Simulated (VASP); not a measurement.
Consider the following.

```xyz
2
Lattice="1.4053 -2.4341 0.0000 1.4053 2.4341 0.0000 0.0000 0.0000 4.5069" Properties=species:S:1:pos:R:3 pbc="T T T"
Mg     1.4053     0.8114     1.1267
Mg     1.4053    -0.8114     3.3802
```

Level of theory: PBEsol GGA, VASP's PBE PAW potentials (set 64) (plane waves; VASP). Settings: 500 eV cut-off, 15×15×8 Γ-centred mesh, first-order Methfessel-Paxton smearing of 0.10 eV, potentials Mg.

Energy and stress use the plane-wave basis of the starting cell.

The ions, cell shape and volume at an external pressure of 45.0 GPa are relaxed. Predict the relaxed structure.

```xyz
2
Lattice="1.3620 -2.3591 0.0000 1.3620 2.3591 0.0000 0.0000 0.0000 4.3681" Properties=species:S:1:pos:R:3 pbc="T T T"
Mg     1.3620     0.7864     1.0920
Mg     1.3620    -0.7864     3.2761
```
Space group P6_3/mmc (194), at a tolerance of 0.03 Å.

How do energy and volume change from the first to the last step?

The energy (σ→0) changes by +319.1 meV/atom and the volume by -9.0 %, in 4 ionic steps.

```tsv
step	E(σ→0) (eV)	max force (eV/Å)	pressure (GPa)	volume (Å³)
1	-2.4801	0.000	30.00	30.83
2	-0.6818	0.000	71.85	24.83
3	-1.8614	0.000	44.51	28.14
4	-1.8419	0.000	44.96	28.07
```

The compound is Mg in the hcp structure. This run relaxes it under an external pressure of 45 GPa. Symmetry was kept, so distortions that lower it aren't found.
